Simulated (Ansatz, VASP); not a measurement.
## Two plane-wave programs on SrAl2H2

The input INCAR:

```
  PREC = Accurate
  ENCUT = 520
  EDIFF = 1E-6
  ISMEAR = 0
  SIGMA = 0.15
  LREAL = False
  LASPH = True
  NELM = 100
  ALGO = Normal
  ISIF = 2
  LWAVE = False
  LCHARG = True
  GGA = CA
  LELF = True
  LVHAR = True
  NBANDS = 17
```

KPOINTS

```
regular mesh
0
Gamma
  12 12 10
```

Contents of POSCAR:

```
SrAl2H2
1.0
    4.5252979390      0.0000000000      0.0000000000
   -2.2626489695      3.9190229748      0.0000000000
    0.0000000000      0.0000000000      4.7214000000
Sr Al H
1 2 2
Direct
    0.0000000000      0.0000000000      0.0185326386
    0.3333333333      0.6666666667      0.4589000000
    0.6666666667      0.3333333333      0.5411000000
    0.3333333333      0.6666666667      0.0976000000
    0.6666666667      0.3333333333      0.9024000000
```

Input for Ansatz:

```yaml
crystal:
  lattice:
    - [4.525297939, 0.0, 0.0]
    - [-2.2626489695, 3.9190229748, 0.0]
    - [0.0, 0.0, 4.7214]
  atoms:
    - { symbol: Sr, position: [0.0, 0.0, 0.0185326386] }
    - { symbol: Al, position: [0.3333333333, 0.6666666667, 0.4589] }
    - { symbol: Al, position: [0.6666666667, 0.3333333333, 0.5411] }
    - { symbol: H, position: [0.3333333333, 0.6666666667, 0.0976] }
    - { symbol: H, position: [0.6666666667, 0.3333333333, 0.9024] }
basis:
  ecutwfc: 420
kpoints:
  mp_grid: { grid: [12, 12, 10] }
hamiltonian:
  xc: lda
scf:
  occupations: { method: gaussian, width: 0.15 }
output:
  forces: true
  stress: true
  eigenvalues: true
```

Change from the starting cell: all Sr atoms moved +0.087 Å, as atom 1 along Cartesian [0 0 1].

Alike in both runs: task single point; functional LDA; k mesh 12 × 12 × 10; occupations gaussian, width 0.15 eV; no spin polarisation.

|  | VASP | Ansatz |
| --- | --- | --- |
| version | VASP 6.6.1 | Ansatz 0.2.0 |
| potentials or method | VASP PAW LDA potentials, release 64 (Sr_sv, Al, H) | scalar-relativistic, plane waves, PAW |
| plane-wave cutoff (eV) | 520 | 420 |
| valence electrons in the cell | 18 | 18 |

Ansatz gave:

| Quantity | Value |
| --- | --- |
| gap on the k mesh at the Fermi level (eV) | none |
| pressure (GPa) | -2.9 |
| largest component of the traceless stress (GPa) | 0.51 |
| rms of the force components (eV/Å) | 0.090 |

Task: Which values does VASP return?

Result: gap on the k mesh at the Fermi level (eV): none; pressure (GPa): -2.8; largest component of the traceless stress (GPa): 0.53; rms of the force components (eV/Å): 0.093.

Atom by atom the forces differ by 0.003 eV/Å (rms over components). A gap of «none» marks a metal or a gap that the smearing closes.
